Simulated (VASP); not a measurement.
# CdS (Greenockite) with SCAN: from relaxation to properties, part 3 of 5

What structure does CdS (Greenockite) take at this level, and what are its properties? The start is a cell from a database of measured crystal structures.

VASP 6.6.1, plane waves and PAW; the level of theory is named at each step.

So far, gap on the k-mesh (eV): step 2 (full relaxation (SCAN)) 1.56; step 3 (density, ELF and potential (SCAN)) 1.57. The relaxed cell has a = 4.145, c = 6.759 Å (conventional setting).

The database entry behind the starting cell differs from later determinations by our own check (about 0.35 % long), so it need not match the best structure at ambient conditions.

### 5. Total and projected DOS (SCAN)

Level of this step: SCAN; plane waves and PAW (Cd, S) (VASP).

A density of states needs more k-points than a total energy; ISMEAR = -5 takes tetrahedra, and LORBIT projects the states on the PAW spheres. The mesh is finer than in the run before.

The input, INCAR:

```
SYSTEM = CdS
PREC = Accurate
ENCUT = 400
EDIFF = 1E-06
NELM = 100
ISMEAR = -5
SIGMA = 0.05
LREAL = .FALSE.
ALGO = Normal
METAGGA = SCAN
LASPH = .TRUE.
NBANDS = 32
LORBIT = 11
LWAVE = .FALSE.
LCHARG = .FALSE.
KPAR = 4
NEDOS = 2001
```

The input, POSCAR:

```
CdS
1.0
    4.1449408492      0.0000000000      0.0000000000
   -2.0724704246      3.5896240726      0.0000000000
    0.0000000000      0.0000000000      6.7587248543
Cd S
2 2
Direct
    0.3333333333      0.6666666667      0.9996109322
    0.6666666667      0.3333333333      0.4996109322
    0.3333333333      0.6666666667      0.3753890678
    0.6666666667      0.3333333333      0.8753890678
```

The input, KPOINTS:

```
Automatic mesh
0
Gamma
8 8 4
0 0 0
```

The projector-augmented-wave data sets are Cd and S (PBE family, release 64).

Command:

```console
$ mpirun -np 4 vasp_std
```

What it wrote:

```text
[... set-up lines as in an earlier step ...]
 entering main loop
       N       E                     dE             d eps       ncg     rms          rms(c)
DAV:   1     0.141715738993E+03    0.14172E+03   -0.15078E+04  1920   0.859E+02
DAV:   2    -0.826787414812E+02   -0.22439E+03   -0.21441E+03  2184   0.255E+02
DAV:   3    -0.937204064542E+02   -0.11042E+02   -0.10980E+02  2376   0.589E+01
DAV:   4    -0.938045598865E+02   -0.84153E-01   -0.84138E-01  2192   0.500E+00
DAV:   5    -0.938057306838E+02   -0.11708E-02   -0.11708E-02  2376   0.564E-01    0.106E+01
DAV:   6    -0.830932032705E+02    0.10713E+02   -0.78228E+00  2160   0.309E+01    0.123E+01
DAV:   7    -0.830571877021E+02    0.36016E-01   -0.65947E-01  2256   0.546E+00    0.905E+00
DAV:   8    -0.830929245652E+02   -0.35737E-01   -0.21669E-01  2136   0.397E+00    0.172E+00
DAV:   9    -0.830965824688E+02   -0.36579E-02   -0.26225E-02  2328   0.995E-01    0.331E-01
DAV:  10    -0.830959327646E+02    0.64970E-03   -0.30571E-03  2200   0.378E-01    0.156E-01
DAV:  11    -0.830954522146E+02    0.48055E-03   -0.10517E-03  2088   0.232E-01    0.101E-01
DAV:  12    -0.830955333831E+02   -0.81169E-04   -0.95144E-05  2264   0.971E-02    0.416E-02
DAV:  13    -0.830955233560E+02    0.10027E-04   -0.37262E-05  2056   0.362E-02    0.110E-02
DAV:  14    -0.830955341429E+02   -0.10787E-04   -0.52154E-06  2312   0.220E-02    0.521E-03
DAV:  15    -0.830955309736E+02    0.31693E-05   -0.12883E-07  1176   0.240E-03    0.239E-03
DAV:  16    -0.830955293569E+02    0.16167E-05   -0.79491E-08  1032   0.124E-03    0.469E-04
DAV:  17    -0.830955299369E+02   -0.57999E-06   -0.13225E-08  1024   0.764E-04
   1 F= -.83095530E+02 E0= -.83095530E+02  d E =0.000000E+00
```

It took 72 s on 4 MPI ranks of Intel Xeon Platinum 8559C (Emerald Rapids), shared host; peak memory 0.87 GiB.

From OUTCAR (step 5):

```text
   k-points           NKPTS =     30   k-points in BZ     NKDIM =     30   number of bands    NBANDS=     32

   NELECT =      36.0000    total number of electrons

 E-fermi :   0.9095

 k-point     1 :       0.0000    0.0000    0.0000
  band No.  band energies     occupation
    ...
     14       0.1432      2.00000
     15       0.1432      2.00000
     16       0.8512      2.00000
     17       0.9050      2.00000
     18       0.9050      2.00000
     19       2.4717      0.00000
     20       4.1000      0.00000
     21       7.8511      0.00000
     22       7.8511      0.00000
     23       8.1441      0.00000
    ...

  Total       -0.0313601     -0.0313601     -0.0055565     -0.0000000      0.0000000      0.0000000
  in kB       -0.4996383     -0.4996383     -0.0885274     -0.0000000      0.0000000      0.0000000
  external PRESSURE =      -0.3626014 kB  Pullay stress =       0.0000000 kB

 POSITION                                       TOTAL-FORCE (eV/Angst)
 -----------------------------------------------------------------------------------
     -0.00000      2.39308      6.75610         0.000000     -0.000000     -0.004749
      2.07247      1.19654      3.37673        -0.000000      0.000000     -0.004749
     -0.00000      2.39308      2.53715        -0.000000      0.000000      0.004749
      2.07247      1.19654      5.91651         0.000000     -0.000000      0.004749
 -----------------------------------------------------------------------------------
    total drift:                                0.000001      0.000003     -0.028744

  FREE ENERGIE OF THE ION-ELECTRON SYSTEM (eV)
  ---------------------------------------------------
  free  energy   TOTEN  =       -83.0955299369 eV

  energy  without entropy=      -83.0955299369  energy(sigma->0) =      -83.09552994

[... 7 parts as in an earlier step ...]

[... 9 further parts left out ...]
```

This step gave:

| Item | Value |
| --- | --- |
| irreducible k points | 30 |
| free energy (TOTEN) | -83.0955 eV |
| Fermi energy | 0.9095 eV |
| pressure | -0.03626 GPa |
| gap on the k-mesh | 1.567 eV |
| least direct gap on the k-mesh | 1.567 eV |

The density of states has structure finer than the step of the table below, so its rows give means over 0.5 eV, whole bins alone (the curve runs from -12.0 to 7.27 eV). Peaks (eV: height): total -7.71: 36.1, -7.41: 40.4, -1.17: 7.49, 5.82: 6.51; S p -7.79: 1.12, -3.99: 1.82, -1.17: 3.29, 5.82: 0.848; Cd s -3.99: 1.26, 4.45: 0.697, 5.90: 0.563; Cd d -7.71: 32.0, -7.41: 38.1; Cd p -1.17: 0.443, 4.45: 0.154, 5.82: 0.526.

States under -12.0 eV and over 7.3 eV are left out. Table of density of states by energy, zero at the valence-band top; means over each step; values in states/eV/cell:

| energy (eV) | total | S p | Cd s | Cd d | Cd p | S s |
| --- | --- | --- | --- | --- | --- | --- |
| -8.5 | 0 | 0 | 0 | 0 | 0 | 0 |
| -8.0 | 5.95 | 0.190 | 0.00491 | 5.24 | 0.00507 | 0.00155 |
| -7.5 | 28.0 | 0.366 | 0.0418 | 25.7 | 0.0146 | 0.0375 |
| -7.0 | 6.00 | 0.0353 | 0.0331 | 5.28 | 0.0171 | 0.252 |
| -6.5 | 0.0393 | 9.4e-5 | 7.0e-5 | 0.0345 | 1.6e-4 | 0.00235 |
| -6.0 | 0 | 0 | 0 | 0 | 0 | 0 |
| -5.5 | 0 | 0 | 0 | 0 | 0 | 0 |
| -5.0 | 0 | 0 | 0 | 0 | 0 | 0 |
| -4.5 | 0.0241 | 0.00676 | 0.00386 | 6.1e-4 | 6.2e-4 | 1.6e-4 |
| -4.0 | 3.53 | 0.991 | 0.667 | 0.137 | 0.0503 | 0.0275 |
| -3.5 | 2.25 | 0.631 | 0.364 | 0.149 | 0.0437 | 0.0512 |
| -3.0 | 1.17 | 0.343 | 0.133 | 0.0912 | 0.0387 | 0.0348 |
| -2.5 | 2.09 | 0.716 | 0.103 | 0.128 | 0.123 | 0.0290 |
| -2.0 | 3.36 | 1.28 | 0.0713 | 0.204 | 0.222 | 0.0226 |
| -1.5 | 3.84 | 1.59 | 0.0471 | 0.262 | 0.241 | 0.0152 |
| -1.0 | 5.33 | 2.38 | 0.0276 | 0.418 | 0.299 | 0.0102 |
| -0.5 | 2.15 | 1.02 | 0.00352 | 0.205 | 0.0920 | 0.00169 |
| 0.0 | 0.258 | 0.129 | 6.0e-5 | 0.0282 | 0.00777 | 3.3e-5 |
| 0.5 | 0 | 0 | 0 | 0 | 0 | 0 |
| 1.0 | 0 | 0 | 0 | 0 | 0 | 0 |
| 1.5 | 5.7e-4 | 3.2e-5 | 1.3e-4 | 0 | 0 | 9.1e-5 |
| 2.0 | 0.0236 | 0.00249 | 0.00526 | 0 | 2.2e-4 | 0.00400 |
| 2.5 | 0.113 | 0.0155 | 0.0234 | 7.9e-4 | 0.00181 | 0.0172 |
| 3.0 | 0.263 | 0.0405 | 0.0525 | 0.00155 | 0.00655 | 0.0351 |
| 3.5 | 0.790 | 0.107 | 0.164 | 0.00514 | 0.0292 | 0.0831 |
| 4.0 | 2.39 | 0.272 | 0.489 | 0.0320 | 0.111 | 0.183 |
| 4.5 | 2.99 | 0.349 | 0.639 | 0.0600 | 0.140 | 0.145 |
| 5.0 | 1.33 | 0.182 | 0.274 | 0.0338 | 0.0564 | 0.0354 |
| 5.5 | 1.20 | 0.174 | 0.118 | 0.0438 | 0.0790 | 0.0127 |
| 6.0 | 4.37 | 0.538 | 0.388 | 0.147 | 0.386 | 0.0444 |
| 6.5 | 2.20 | 0.286 | 0.136 | 0.0713 | 0.224 | 0.0241 |
| 7.0 | 1.49 | 0.139 | 0.0337 | 0.0444 | 0.208 | 0.0144 |

The gap on this mesh is 1.57 eV. In the top eV of the valence band the largest shares in the PAW spheres are S p 47 % and Cd d 9 %; in the lowest eV of the conduction band, Cd s 21 %, S s 16 % and S p 12 %. The rest lies in smaller channels or between the spheres.

### 6. Optical spectrum (SCAN)

LOPTICS sums transitions from filled to empty bands. NBANDS is raised for it.

The input, INCAR:

```
SYSTEM = CdS
PREC = Accurate
ENCUT = 400
EDIFF = 1E-06
NELM = 100
ISMEAR = 0
SIGMA = 0.05
LREAL = .FALSE.
ALGO = Normal
METAGGA = SCAN
LASPH = .TRUE.
NBANDS = 50
LORBIT = 11
LWAVE = .FALSE.
LCHARG = .FALSE.
KPAR = 4
LOPTICS = .TRUE.
NEDOS = 1500
CSHIFT = 0.1
```

POSCAR is that of step 5.

KPOINTS is that of step 5.

Command:

```console
$ mpirun -np 4 vasp_std
```

What it wrote:

```text
[... set-up lines as in an earlier step ...]
 entering main loop
       N       E                     dE             d eps       ncg     rms          rms(c)
DAV:   1     0.172729483237E+03    0.17273E+03   -0.13698E+04  3008   0.550E+02
DAV:   2    -0.804440505652E+02   -0.25317E+03   -0.22920E+03  3414   0.185E+02
DAV:   3    -0.937275488065E+02   -0.13283E+02   -0.13153E+02  3590   0.464E+01
DAV:   4    -0.938051774112E+02   -0.77629E-01   -0.77603E-01  3480   0.358E+00
DAV:   5    -0.938057470043E+02   -0.56959E-03   -0.56958E-03  3520   0.275E-01    0.106E+01
DAV:   6    -0.831009158007E+02    0.10705E+02   -0.53340E+00  3224   0.198E+01    0.121E+01
DAV:   7    -0.830605498545E+02    0.40366E-01   -0.55902E-01  3520   0.322E+00    0.893E+00
DAV:   8    -0.830909608702E+02   -0.30411E-01   -0.15081E-01  3340   0.227E+00    0.177E+00
DAV:   9    -0.830964577439E+02   -0.54969E-02   -0.15272E-02  3662   0.559E-01    0.316E-01
DAV:  10    -0.830957451805E+02    0.71256E-03   -0.21863E-03  3340   0.253E-01    0.108E-01
DAV:  11    -0.830954757017E+02    0.26948E-03   -0.29911E-04  3268   0.800E-02    0.701E-02
DAV:  12    -0.830955360123E+02   -0.60311E-04   -0.62875E-05  3362   0.507E-02    0.132E-02
DAV:  13    -0.830955517933E+02   -0.15781E-04   -0.67212E-06  3506   0.127E-02    0.735E-03
DAV:  14    -0.830955332806E+02    0.18513E-04   -0.12142E-06  2392   0.642E-03    0.363E-03
DAV:  15    -0.830955284275E+02    0.48531E-05   -0.53734E-08  1670   0.106E-03    0.510E-04
DAV:  16    -0.830955292507E+02   -0.82322E-06   -0.50247E-09  1618   0.373E-04
   1 F= -.83095529E+02 E0= -.83095529E+02  d E =-.683912E-11
 optical routines
 imaginary and real dielectric function
 direction            1
 direction            2
 direction            3
```

It took 98 s on 4 MPI ranks; peak memory 1.1 GiB.

From OUTCAR (step 6):

```text
   k-points           NKPTS =     30   k-points in BZ     NKDIM =     30   number of bands    NBANDS=     50

   NELECT =      36.0000    total number of electrons

 E-fermi :   1.1129

 k-point     3 :       0.2500    0.0000    0.0000
  band No.  band energies     occupation
    ...
     14      -1.5466      2.00000
     15      -1.0205      2.00000
     16      -0.4651      2.00000
     17       0.3996      2.00000
     18       0.5229      2.00000
     19       4.2447      0.00000
     20       5.3078      0.00000
     21       6.7554      0.00000
     22       7.7020      0.00000
     23       8.4313      0.00000
    ...

  Total       -0.0302171     -0.0302171     -0.0044205      0.0000000      0.0000000      0.0000000
  in kB       -0.4814281     -0.4814281     -0.0704287      0.0000000      0.0000000      0.0000000
  external PRESSURE =      -0.3444283 kB  Pullay stress =       0.0000000 kB

 POSITION                                       TOTAL-FORCE (eV/Angst)
 -----------------------------------------------------------------------------------
     -0.00000      2.39308      6.75610         0.000000     -0.000000     -0.004748
      2.07247      1.19654      3.37673        -0.000000      0.000000     -0.004748
     -0.00000      2.39308      2.53715        -0.000000     -0.000000      0.004748
      2.07247      1.19654      5.91651         0.000000     -0.000000      0.004748
 -----------------------------------------------------------------------------------
    total drift:                                0.000001      0.000003     -0.028731

  FREE ENERGIE OF THE ION-ELECTRON SYSTEM (eV)
  ---------------------------------------------------
  free  energy   TOTEN  =       -83.0955292507 eV

  energy  without entropy=      -83.0955292507  energy(sigma->0) =      -83.09552925

 plasma frequency squared (from intraband transitions) (eV^2)
  --------------------------------------------------------------------------------------
       0.000       0.000      -0.000
       0.000       0.000       0.000
      -0.000      -0.000       0.000

[... 13 parts as in an earlier step ...]

[... 3 further parts left out ...]
```

These are independent-particle spectra without excitons or local fields, and fine structure depends on the mesh and on CSHIFT.

This step gave:

```yaml
electronic_steps: 16
bands: 50
fermi_energy: 1.113 eV
pressure: -0.03444 GPa
```

The imaginary dielectric function has structure finer than the step of the table below, so its rows give means over 1 eV, whole bins alone (the curve runs from 0 to 25.0 eV). Peaks (eV: height): xx 1.6: 1.75, 2.5: 2.43, 4.7: 6.32, 5.1: 6.93, 5.8: 7.65, 7.1: 9.16, 8.1: 7.41; zz 2.5: 3.90, 4.1: 4.38, 4.8: 8.77, 5.8: 9.04, 7.1: 10.0, 8.2: 8.70, 10.1: 3.24.

Imaginary dielectric function against photon energy; means over each step:

| photon energy (eV) | xx | zz |
| --- | --- | --- |
| 1 | 0.214 | 0.169 |
| 2 | 0.956 | 1.19 |
| 3 | 1.55 | 1.44 |
| 4 | 3.01 | 2.89 |
| 5 | 5.54 | 6.43 |
| 6 | 5.58 | 5.91 |
| 7 | 7.70 | 6.79 |
| 8 | 6.31 | 6.22 |
| 9 | 3.71 | 3.86 |
| 10 | 2.32 | 2.24 |
| 11 | 1.67 | 1.75 |
| 12 | 1.44 | 1.46 |
| 13 | 1.00 | 0.870 |
| 14 | 0.866 | 0.939 |
| 15 | 0.933 | 0.995 |
| 16 | 0.734 | 0.696 |
| 17 | 0.560 | 0.566 |
| 18 | 0.551 | 0.485 |
| 19 | 0.404 | 0.373 |
| 20 | 0.472 | 0.481 |
| 21 | 0.455 | 0.479 |
| 22 | 0.351 | 0.366 |
| 23 | 0.346 | 0.354 |
| 24 | 0.301 | 0.297 |

The real dielectric function by photon energy:

```csv
photon energy (eV),xx,zz
0,5.64,5.71
1,5.97,6.05
2,6.13,6.23
3,7.30,6.47
4,7.43,8.07
5,6.51,5.36
6,2.12,-0.0791
7,2.42,4.45
8,0.918,2.16
9,-2.05,-2.27
10,-1.10,-0.520
11,-0.714,-1.23
12,-0.569,-0.405
13,-0.189,-0.289
14,-0.189,-0.0629
15,-0.00830,0.00600
16,-0.0825,-0.103
17,0.137,0.135
18,0.216,0.198
19,0.271,0.326
20,0.438,0.462
21,0.370,0.319
22,0.411,0.387
23,0.441,0.463
24,0.441,0.422
```

The mean of ε2 over directions passes 5 % of its top at 1.44 eV, against a least direct gap of 1.57 eV on this mesh; what lies under the gap is the tail of the broadening by CSHIFT.

(Continued in part 4 of 5.)

[Lines on the potential files, build, host, timing and source positions are cut from VASP's logs without a mark.]

[Logs are printed without paths, hosts, clocks, repeated set-up lines and the standing remarks that a program may print on its own settings, such as how far it seeks lower states.]

[Hosts, paths, dates, database ids (printed as entryN), source tags and the programs' standing remarks are cut or masked in the printed files.]

[A measured line is paired with the nearest computed mode of its activity, which favours agreement.]
